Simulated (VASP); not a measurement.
OSZICAR of a VASP run on TlGaSe₂ (space group I4/mcm):

File OSZICAR:
```
       N       E                     dE             d eps       ncg     rms          rms(c)
DAV:   1     0.454242274853E+03    0.45424E+03   -0.31277E+04  1269   0.170E+03
DAV:   2    -0.113025076925E+03   -0.56727E+03   -0.54932E+03  1308   0.498E+02
DAV:   3    -0.201796548447E+03   -0.88771E+02   -0.86547E+02  1317   0.145E+02
DAV:   4    -0.206494537561E+03   -0.46980E+01   -0.46723E+01  1444   0.360E+01
DAV:   5    -0.206609432171E+03   -0.11489E+00   -0.11465E+00  1354   0.551E+00    0.741E+00
DAV:   6    -0.196553558753E+03    0.10056E+02   -0.49963E+00  1507   0.258E+01    0.600E+00
DAV:   7    -0.190866391683E+03    0.56872E+01   -0.18879E+00  1261   0.689E+00    0.320E+00
DAV:   8    -0.191949692308E+03   -0.10833E+01   -0.20805E+00  1375   0.641E+00    0.102E+00
DAV:   9    -0.191736906527E+03    0.21279E+00   -0.33691E-01  1239   0.376E+00    0.761E-01
DAV:  10    -0.191540030030E+03    0.19688E+00   -0.12715E-01  1318   0.198E+00    0.378E-01
DAV:  11    -0.191911118974E+03   -0.37109E+00   -0.23293E-01  1260   0.266E+00    0.332E-01
DAV:  12    -0.191897657086E+03    0.13462E-01   -0.31730E-02  1380   0.947E-01    0.280E-01
DAV:  13    -0.191888003705E+03    0.96534E-02   -0.21067E-03  1435   0.248E-01    0.337E-01
DAV:  14    -0.191898648890E+03   -0.10645E-01   -0.12591E-03  1248   0.191E-01    0.226E-01
DAV:  15    -0.191914318480E+03   -0.15670E-01   -0.11951E-02  1241   0.652E-01    0.564E-02
DAV:  16    -0.191914439279E+03   -0.12080E-03   -0.14414E-03  1450   0.166E-01    0.536E-02
DAV:  17    -0.191914432017E+03    0.72626E-05   -0.36032E-05  1260   0.288E-02    0.553E-02
DAV:  18    -0.191914470625E+03   -0.38609E-04   -0.10669E-05  1199   0.193E-02    0.460E-02
DAV:  19    -0.191914423775E+03    0.46850E-04   -0.90448E-05  1620   0.694E-02    0.356E-02
DAV:  20    -0.191914426790E+03   -0.30144E-05   -0.62138E-05  1672   0.681E-02    0.473E-02
DAV:  21    -0.191914442224E+03   -0.15434E-04   -0.17296E-05  1220   0.291E-02    0.341E-02
DAV:  22    -0.191914438934E+03    0.32897E-05   -0.83568E-06  1437   0.204E-02    0.171E-02
DAV:  23    -0.191914468166E+03   -0.29232E-04   -0.13305E-05  1205   0.265E-02    0.508E-03
DAV:  24    -0.191914471683E+03   -0.35168E-05   -0.28036E-06   968   0.110E-02    0.439E-03
DAV:  25    -0.191914472298E+03   -0.61480E-06   -0.22626E-07   645   0.336E-03
   1 F= -.19191447E+03 E0= -.19191447E+03  d E =-.191914E+03
```

Problem. Which electronic solver shows in the log?

Solution. It is blocked Davidson (ALGO = Normal, or the opening steps of other solvers). The INCAR had ALGO = Normal.

Problem. Can the final energy be trusted as converged?

Solution. Self-consistency was reached. It stopped with EDIFF = 1E-6, NELM = 100, NSW = 60 and EDIFFG = -0.02 after 1 ionic step (r2SCAN meta-GGA, plane waves, VASP's PBE PAW potentials (set 64)).

The structure comes from a computed database's TlGaSe2 entry (I4/mcm); how it stands against other phases isn't given here. It was relaxed first. The start is the result of an earlier pass.
